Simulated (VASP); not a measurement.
Data:

```
CELL_PARAMETERS angstrom
      0.00000     2.85163     2.85163
      2.85163     0.00000     2.85163
      2.85163     2.85163     0.00000
ATOMIC_POSITIONS crystal
  Ca 0.00000 0.00000 0.00000
  Se 0.25000 0.25000 0.25000
```

Method: PBEsol GGA, VASP's PBE PAW potentials (set 64) (plane waves; VASP 6.6.1). Settings: 500 eV cut-off, 8×8×8 Γ-centred mesh, Gaussian smearing of 0.050 eV, potentials Ca_sv Se.

Problem. What does the run give for the energy per atom (σ→0), pressure, band gap (on the k-mesh) with the smallest direct gap where there is one?

Solution. 
```yaml
band gap (on the k-mesh): 3.00 eV
smallest direct gap (on the k-mesh): 3.00 eV
energy per atom (σ→0): -3.947 eV/atom
pressure: 299.4 kbar
```

The absolute energy has meaning only against runs of the same code, potentials and settings.

The structure was generated: CaSe was put into the zinc blende type (F-43m), which need not be its known phase. It was relaxed first under an external pressure of 30 GPa.
